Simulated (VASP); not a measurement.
Be2CdS3:

```
CELL_PARAMETERS angstrom
4.69860 0.00000 0.00000
-2.34930 4.06911 0.00000
0.00000 0.00000 6.99642
ATOMIC_POSITIONS crystal
Be 0.00000 0.00000 0.62157
Be 0.00000 0.00000 0.37843
Cd 0.00000 0.00000 0.00000
S 0.50000 0.00000 0.00000
S 0.00000 0.50000 0.00000
S 0.50000 0.50000 0.00000
```

The cell was built by a generator and needn't be a form met in nature.

| Quantity | Value |
| --- | --- |
| Program | VASP 6.6.1 |
| Task | relaxation of cell and atoms |
| Functional | PBE |
| Potentials or basis | VASP PAW PBE potentials, release 64 (Be, Cd, S) |
| Cutoff | 520 eV |
| k mesh | 4 × 4 × 2 |
| Occupations | gaussian, width 0.15 eV |
| Spin | no spin polarisation |

At the start: pressure 23.9 GPa; volume 22.29 Å³/atom.

How do energy, volume and symmetry change on relaxing?

Over 7 steps the energy falls by 772.8 meV/atom and the volume is 30.21 Å³/atom (+35.5 %); space group P6/mmm (No. 191, to 0.05 Å).

Step by step:
```csv
step,energy change (eV),largest force (eV/Å),pressure (GPa),volume (Å³)
1,0.0000,5.0033,23.90,133.77
2,-4.3466,0.2462,-3.13,207.53
3,-4.5484,0.4971,-0.42,187.33
4,-4.5536,0.3636,-0.89,190.23
5,-4.5530,0.4212,-0.70,188.99
6,-4.6131,0.2318,-0.39,185.08
7,-4.6369,0.0105,0.04,181.26
```

Final structure:
```yaml
crystal:
  lattice:
    - [5.48718, 0.00000, 0.00000]
    - [-2.74359, 4.75203, 0.00000]
    - [0.00000, 0.00000, 6.95142]
  atoms:
    - { symbol: Be, position: [0.00000, 0.00000, 0.65366] }
    - { symbol: Be, position: [0.00000, 0.00000, 0.34634] }
    - { symbol: Cd, position: [0.00000, 0.00000, 0.00000] }
    - { symbol: S, position: [0.50000, 0.00000, 0.00000] }
    - { symbol: S, position: [0.00000, 0.50000, 0.00000] }
    - { symbol: S, position: [0.50000, 0.50000, 0.00000] }
```

Caveat: the k mesh is coarse (spacing up to 0.45 Å⁻¹), so the values aren't converged; the volume moved by over 15 % at a fixed basis, so the end points are rough.
